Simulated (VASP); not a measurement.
Method: vdW-DF-cx, VASP's PBE PAW potentials (set 64) (plane waves; VASP).

A VASP calculation is set up with these files.

### POSCAR
```
Cs
1
   -3.0201285658     3.0201285658     3.0201285658
    3.0201285658    -3.0201285658     3.0201285658
    3.0201285658     3.0201285658    -3.0201285658
Cs
1
Direct
  1.0000000000   1.0000000000   1.0000000000
```

**INCAR**
```
IBRION=2   # conjugate gradients
ENCUT=520
NSW=60   # most ionic steps
NELM=100
AGGAC=0.0
LMAXMIX=4   # l cut-off of mixed one-centre charges
GGA=CX
ISMEAR=1   # Methfessel-Paxton
EDIFFG=-0.01   # ionic stop
ISIF=3   # ions, shape and volume
LREAL=.False.   # projection in real space or not
PREC=Accurate
LUSE_VDW=.True.
EDIFF=1E-6   # SCF stop (eV)
SIGMA=0.1
ALGO=Normal   # blocked Davidson
LCHARG=.False.
LASPH=.True.   # aspherical one-centre terms
LWAVE=.False.
SYSTEM=Cs
```

**KPOINTS**
```
kpoints
0
G
  8 8 8
```

POTCAR, in this order: Cs_sv (PBE.64 set). Program: vasp_std.

Unless said otherwise, spin-orbit coupling is left out, though it shifts the bands of the heavy elements here.

Task: Predict the energy per atom (σ→0), band gap (on the k-mesh).

Result: 
```yaml
energy per atom (σ→0): 2.052 eV/atom
band gap (on the k-mesh): none (metal, semimetal or under 0.01 eV)
```

### OSZICAR
```
...
DAV:   5     0.205507783539E+01   -0.55751E-04   -0.55748E-04   600   0.114E-01    0.136E-01
DAV:   6     0.205338928285E+01   -0.16886E-02   -0.14611E-03   768   0.215E-01    0.955E-02
DAV:   7     0.205097624925E+01   -0.24130E-02   -0.64635E-03   488   0.465E-01    0.325E-02
DAV:   8     0.205080354541E+01   -0.17270E-03   -0.29891E-04   680   0.101E-01    0.635E-03
DAV:   9     0.205078919729E+01   -0.14348E-04   -0.22158E-05   776   0.236E-02    0.344E-03
DAV:  10     0.205078750788E+01   -0.16894E-05   -0.71106E-06   632   0.134E-02    0.774E-04
DAV:  11     0.205078741927E+01   -0.88612E-07   -0.15584E-07   456   0.235E-03
   1 F= 0.20507874E+01 E0= 0.20517801E+01  d E =0.205079E+01
```

The compound is Cs in the bcc structure. It was relaxed first. The start is the result of an earlier pass.
